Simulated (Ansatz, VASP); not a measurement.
# Cross-check of Ca10P18O55 between VASP and Ansatz, part 2 of 2

Wanted: the spread between two codes on one cell, functional and k mesh. The structure shown is frame 93 of Ansatz's trajectory.

VASP 6.6.1 and Ansatz 0.2.0.

So far: Starting point; Ansatz: dynamics, PBEsol.

### 3. VASP: single point, PBEsol

Level of this step: PBEsol; plane waves and PAW (P, Ca_sv, O) (VASP).

The same cell, functional and mesh now go to VASP, with its own data sets.

Lines of VASP's logs that name or quote its potential files are left out, and so is its time.

INCAR reads:

```
SYSTEM = Ca10P18O55
PREC = Accurate
ENCUT = 520
EDIFF = 1E-06
NELM = 120
ISMEAR = 0
SIGMA = 0.01
LREAL = Auto
ALGO = Normal
GGA = PS
NBANDS = 320
LORBIT = 11
LWAVE = .FALSE.
LCHARG = .FALSE.
ISIF = 2
LASPH = .TRUE.
GGA_COMPAT = .FALSE.
EFERMI = MIDGAP
NCORE = 2
```

POSCAR reads:

```
Ca10P18O55
1.0
   10.7496600000      0.0000000000      0.0000000000
    0.0000000000     10.7496600000      0.0000000000
    0.0000000000      0.0000000000     10.7496600000
P Ca O
18 10 55
Direct
    0.9410995325      0.5654504422      0.3898448881
    0.5143883621      0.4602843253      0.4268786176
    0.5895628327      0.2171045410      0.8059882824
    0.8660366933      0.8469198096      0.6877519847
    0.1741822532      0.2577755948      0.2764552553
    0.1410928346      0.7220228361      0.3343919715
    0.6058331147      0.0394710158      0.2958419150
    0.9084938500      0.1706937708      0.2061088444
    0.0580576502      0.5696831342      0.9345411855
    0.4489537344      0.6507275579      0.7673079893
    0.0844398800      0.1372322473      0.8600178982
    0.7169622109      0.6331642117      0.7695964337
    0.2336539016      0.3598811497      0.0300102515
    0.3190984645      0.0456572580      0.3212938828
    0.8509850544      0.5888279257      0.1372322473
    0.4142642651      0.7054362650      0.3690256250
    0.5115696682      0.9562535001      0.8887815987
    0.3987847057      0.3833144490      0.6766725645
    0.5934327225      0.7101899037      0.0663090740
    0.8610318838      0.8781952173      0.3692767957
    0.7377907766      0.2618315370      0.4808059046
    0.5477289514      0.3303732397      0.1236225146
    0.1926386509      0.9052751436      0.6181683886
    0.8521478819      0.3752211698      0.9167452738
    0.0878539414      0.4092966661      0.6176474419
    0.5967351526      0.9246338954      0.5674691107
    0.8300169494      0.9597791930      0.9996278952
    0.2219698111      0.8660459959      0.0543179970
    0.4570377110      0.5942699583      0.4559027913
    0.8068441234      0.8996656638      0.5642317990
    0.8633389335      0.2128997568      0.3358245749
    0.2615710636      0.3808771626      0.7068967763
    0.6296199136      0.0783280587      0.4300601135
    0.6693514027      0.9229222134      0.2580081603
    0.6568579843      0.1678564717      0.6964592369
    0.6144752485      0.1545630280      0.2090298670
    0.7417257848      0.4991971839      0.7572797651
    0.6475646672      0.4534282945      0.4659031076
    0.9411739534      0.5300446712      0.0248472975
    0.2868183738      0.0575590298      0.4574656315
    0.8593015965      0.7241159255      0.1355670784
    0.9326062406      0.4686938936      0.4863595686
    0.0249031132      0.0482340837      0.9531185172
    0.3835935276      0.9371459190      0.9409785984
    0.4607494563      0.4983692507      0.7430188490
    0.0703185031      0.1783963400      0.2105182862
    0.4368231181      0.3813329910      0.5309470253
    0.8548735495      0.6694351263      0.4099292443
    0.0812118709      0.6004934110      0.3765049313
    0.4709265223      0.4152689480      0.3087539513
    0.4726195991      0.8114675255      0.4325160052
    0.4579958808      0.6654163946      0.9054518934
    0.6195730842      0.9057588798      0.9648398182
    0.0093770408      0.8477291375      0.6579556935
    0.8972748906      0.0288939371      0.1973550791
    0.5285934625      0.1142826843      0.9028564624
    0.5863720341      0.6779005103      0.7038083065
    0.8272168608      0.7073526046      0.6853053957
    0.9185313768      0.5098300783      0.2523707727
    0.6339270265      0.3121401049      0.8956283268
    0.5179419628      0.9416204792      0.7480608689
    0.2467798982      0.9816589548      0.2231140334
    0.0857701546      0.7037803986      0.9462438812
    0.1680611294      0.4909364575      0.9945337806
    0.0120841031      0.2503148937      0.8031509834
    0.4568795664      0.0108840652      0.2857299673
    0.1338833042      0.7237531234      0.1939224124
    0.4363207767      0.6828681093      0.2360260697
    0.0157679406      0.4904155108      0.8249470216
    0.7248136220      0.6751190270      0.9002610315
    0.1475023396      0.3084562675      0.4013336236
    0.1822476246      0.2374214626      0.9661142771
    0.7225530854      0.5279701870      0.1197619274
    0.0768768501      0.8319611969      0.3926077662
    0.2688550149      0.7150365686      0.4005615061
    0.3700582158      0.3833795674      0.0312009868
    0.1922107304      0.3677883766      0.1769451313
    0.4572330660      0.2728644441      0.7476329484
    0.3485133483      0.7123015984      0.6973150779
    0.3066608618      0.1887408532      0.2658037557
    0.8297006603      0.9101497164      0.8081092797
    0.8692740049      0.2461566226      0.0907470562
    0.1726845314      0.0733511572      0.7674940417
```

KPOINTS reads:

```
Automatic mesh
0
Gamma
1 1 1
0 0 0
```

PAW data sets: P, Ca_sv and O (PBE family, release 64).

Command:

```bash
$ mpirun -np 8 vasp_gam
```

Numbers of over 12 decimals in the logs are rounded to 6 here.

The log of the run:

```text
[banner, memory and clock lines left out]
running    8 mpi-ranks, on    1 nodes
[...]
|                                                                             |
|               ----> ADVICE to this user running VASP <----                  |
|                                                                             |
|     You enforced a specific xc type in the INCAR file but a different       |
|     [... a line on the potential file left out ...]
|     I HOPE YOU KNOW WHAT YOU ARE DOING!                                     |
|                                                                             |

 LDA part: xc-table for (Slater+PW92), standard interpolation
 POSCAR, INCAR and KPOINTS ok, starting setup
[...]
entering main loop
       N       E                     dE             d eps       ncg     rms          rms(c)
DAV:   1     0.609848176118E+04    0.60985E+04   -0.30685E+05   640   0.164E+03
DAV:   2    -0.486385070278E+02   -0.61471E+04   -0.59039E+04   776   0.445E+02
DAV:   3    -0.666299208929E+03   -0.61766E+03   -0.61383E+03   744   0.151E+02
DAV:   4    -0.690055399701E+03   -0.23756E+02   -0.23641E+02   856   0.283E+01
[...]
DAV:  19    -0.613747286573E+03   -0.14679E-05   -0.88716E-06   752   0.736E-03    0.553E-03
DAV:  20    -0.613747287755E+03   -0.11815E-05   -0.32587E-06   584   0.410E-03    0.271E-03
DAV:  21    -0.613747288132E+03   -0.37751E-06   -0.59350E-07   496   0.231E-03
   1 F= -.61374729E+03 E0= -.61374729E+03  d E =0.000000E+00
```

OUTCAR, selected parts (step 3):

```text
  FREE ENERGIE OF THE ION-ELECTRON SYSTEM (eV)
  ---------------------------------------------------
  free  energy   TOTEN  =      -613.7472881323 eV

  energy  without entropy=     -613.7472881323  energy(sigma->0) =     -613.74728813

[... 1 further part left out ...]
```

The run ends at a pressure of -1.92 GPa, with forces up to 5.0 eV/Å.

### 4. Side by side

Known differences besides the potentials themselves: fixed occupations in Ansatz, narrow Gaussian smearing in VASP; the cutoff is 420 eV in Ansatz and 520 eV in VASP (PREC = Accurate, projectors in real space); Ansatz makes its cores anew for this functional, VASP keeps those of its PBE data sets. Total energies have different zeros and are not compared.

Forces on 8 of the 83 atoms, those with the largest forces and the largest differences (eV/Å; atoms numbered as in POSCAR):

| atom | Ansatz x, y, z | VASP x, y, z |
| --- | --- | --- |
| P2 | 0.449, 1.242, 2.841 | 0.349, 1.195, 2.761 |
| P3 | -2.959, -1.767, 1.297 | -3.002, -1.737, 1.294 |
| P4 | 3.220, 1.899, -1.488 | 3.216, 1.894, -1.500 |
| P6 | -1.177, 3.894, -3.172 | -1.125, 3.801, -3.073 |
| P7 | -1.903, 2.849, -1.894 | -1.930, 2.787, -1.897 |
| P15 | 0.426, -3.469, -0.138 | 0.473, -3.446, -0.169 |
| O50 | -0.414, -1.343, -3.311 | -0.383, -1.296, -3.210 |
| O58 | -2.096, -2.322, 1.085 | -2.135, -2.309, 1.119 |

The forces differ by 32 meV/Å r.m.s., which is 3.2 % of the r.m.s. force of 1.011 eV/Å (both taken over all components).

### 5. Outcome

```yaml
r_m_s_force_difference_single_point_pbesol: 3.2 % of the r.m.s. force
```

**Reading.** The r.m.s. force difference is 3.2 % of the r.m.s. force (single point, PBEsol), beyond the 3 % picked in this series as the mark of a large difference. What causes the difference of the single point, PBEsol pair stays open here. 2 further runs of this series are not shown here. Such differences can come from data sets, numerical settings and the points named under the comparisons, not from the functional's error against experiment.

[Lines on the potential files, build, host, timing and source positions are cut from VASP's logs without a mark.]

[Logs are printed without paths, hosts, clocks, repeated set-up lines and the standing remarks that a program may print on its own settings, such as how far it seeks lower states.]

[Hosts, paths, dates, database ids (printed as entryN), source tags and the programs' standing remarks are cut or masked in the printed files.]
